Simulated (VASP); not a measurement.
VASP ran on this input.

### INCAR
```
SYSTEM  =  BaTiO3
PREC  =  Accurate
ENCUT  =  620   # plane-wave cut-off (eV)
IBRION  =  2
SIGMA  =  0.05   # width (eV)
PSTRESS  =  450   # kbar
LWAVE  =  .FALSE.
NSW  =  40
LMAXMIX  =  4   # l cut-off of mixed one-centre charges
EDIFFG  =  -0.02   # ionic stop
ISMEAR  =  0
LASPH  =  .TRUE.
EDIFF  =  1E-6   # SCF stop (eV)
GGA  =  PS
ISIF  =  3   # ions, shape and volume
LREAL  =  .FALSE.   # projection in real space or not
NELM  =  100   # most electronic steps
LCHARG  =  .FALSE.
ALGO  =  Normal
```

KPOINTS:
```
kpoints
0
Gamma
6 6 6
0 0 0
```

File POSCAR:
```
BaTiO3
1.0
  3.7624578335   0.0000000000   0.0000000000
  0.0000000000   3.7624578335   0.0000000000
  0.0000000000   0.0000000000   3.7624578335
Ba Ti O
1 1 3
Cart
  0.0000000000   0.0000000000   0.0000000000
  1.8812289168   1.8812289168   1.8812289168
  1.8812289168   0.0000000000   1.8812289168
  0.0000000000   1.8812289168   1.8812289168
  1.8812289168   1.8812289168   0.0000000000
```

POTCAR, in this order: Ba_sv Ti_sv O (PBE.64 set). Program: vasp_std.

Question: Write an equivalent input for Ansatz.

Answer: One equivalent input (not run):
Ansatz 0.2 input:
```yaml
crystal:
  lattice:
    - [3.7624578, 0.0000000, 0.0000000]
    - [0.0000000, 3.7624578, 0.0000000]
    - [0.0000000, 0.0000000, 3.7624578]
  atoms:
    - { symbol: Ba, position: [0.0000000, 0.0000000, 0.0000000] }
    - { symbol: Ti, position: [0.5000000, 0.5000000, 0.5000000] }
    - { symbol: O, position: [0.5000000, 0.0000000, 0.5000000] }
    - { symbol: O, position: [0.0000000, 0.5000000, 0.5000000] }
    - { symbol: O, position: [0.5000000, 0.5000000, 0.0000000] }
kpoints:
  mp_grid: { grid: [6, 6, 6] }
hamiltonian:
  xc: pbesol
  pseudopotentials: { kind: paw }
scf:
  occupations: { method: gaussian, width: 0.05 }
  max_iter: 100
relax:
  max_steps: 40
  f_tol: 0.02
  cell: { p_target: 45 }
output: { forces: true, stress: true, eigenvalues: true }
```
What does not carry over: each code has its own PAW files, so the cut-off isn't converted (ENCUT is set for VASP's; basis.ecutwfc is left out, and Ansatz then takes the one that its files recommend); Ansatz stops its SCF on the density residual and VASP on the energy change (EDIFF).

The compound is BaTiO3 in the cubic perovskite structure, the ideal cubic form; the compound distorts at low or room temperature. It was relaxed first under an external pressure of 45 GPa.
